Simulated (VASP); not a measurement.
Input:

```xyz
2
Lattice="0.0000 2.3888 2.3888 2.3888 0.0000 2.3888 2.3888 2.3888 0.0000" Properties=species:S:1:pos:R:3 pbc="T T T"
B      0.0000     0.0000     0.0000
As     1.1944     1.1944     1.1944
```

These are PBEsol GGA, VASP's PBE PAW potentials (set 64) (plane waves; VASP 6.6.1) values and carry that method's errors. Settings: 520 eV cut-off, 11×11×11 Γ-centred mesh, tetrahedra with Blöchl corrections, potentials B As.

**Question.** Estimate the energy per atom (σ→0).

**Answer.** 
```
Quantity                        Value
---------------------  --------------
energy per atom (σ→0)  -6.102 eV/atom
```

The compound is BAs in the zinc blende structure. It was relaxed first.
